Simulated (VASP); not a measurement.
The input files of a VASP run:

### INCAR
```
SYSTEM = TiC
PREC = Accurate
ENCUT = 520
EDIFF = 1E-6
NELM = 100
ALGO = Normal
LREAL = .FALSE.
LASPH = .TRUE.
ISMEAR = 1
SIGMA = 0.1
GGA = PE
LMAXMIX = 4
LWAVE = .FALSE.
LCHARG = .FALSE.
ISIF = 2
```

KPOINTS:
```
Automatic mesh
0
Gamma
11 11 11
0 0 0
```

**POSCAR**
```
TiC
1
    2.2083000000     0.0000000000     2.2083000000
    0.0000000000     2.2083000000     2.2083000000
    2.2083000000     2.2083000000     0.0000000000
Ti C
1 1
Direct
  0.0000000000   0.0000000000   0.0000000000
  0.5000000000   0.5000000000   0.5000000000
```

POTCAR, in this order: Ti_sv C (PBE.64 set). Program: vasp_std.

Problem. What happens when VASP runs on this input?

Solution. There is a fault: the lattice vectors form a left-handed set. VASP stops with an error: ERROR: the triple product of the basis vectors is negative exchange two basis vectors ----> I REFUSE TO CONTINUE WITH THIS SICK JOB ... BYE!!! <----

**standard output**
```
 -----------------------------------------------------------------------------
|                                                                             |
|     EEEEEEE  RRRRRR   RRRRRR   OOOOOOO  RRRRRR      ###     ###     ###     |
|     E        R     R  R     R  O     O  R     R     ###     ###     ###     |
|     E        R     R  R     R  O     O  R     R     ###     ###     ###     |
|     EEEEE    RRRRRR   RRRRRR   O     O  RRRRRR       #       #       #      |
|     E        R   R    R   R    O     O  R   R                               |
|     E        R    R   R    R   O     O  R    R      ###     ###     ###     |
|     EEEEEEE  R     R  R     R  OOOOOOO  R     R     ###     ###     ###     |
|                                                                             |
|     ERROR: the triple product of the basis vectors is negative exchange     |
|     two basis vectors                                                       |
|                                                                             |
|       ---->  I REFUSE TO CONTINUE WITH THIS SICK JOB ... BYE!!! <----       |
|                                                                             |
 -----------------------------------------------------------------------------
```

To mend it, correct POSCAR.
File POSCAR:
```
TiC
1
    0.0000000000     2.2083000000     2.2083000000
    2.2083000000     0.0000000000     2.2083000000
    2.2083000000     2.2083000000     0.0000000000
Ti C
1 1
Direct
  0.0000000000   0.0000000000   0.0000000000
  0.5000000000   0.5000000000   0.5000000000
```
The mended run (PBE GGA, plane waves, VASP's PBE PAW potentials (set 64)) converges, and its OSZICAR ends with
```
   1 F= -.18660988E+02 E0= -.18660931E+02  d E =-.170912E-03
```

The compound is TiC in the rock salt structure. The cell was not relaxed at this level.
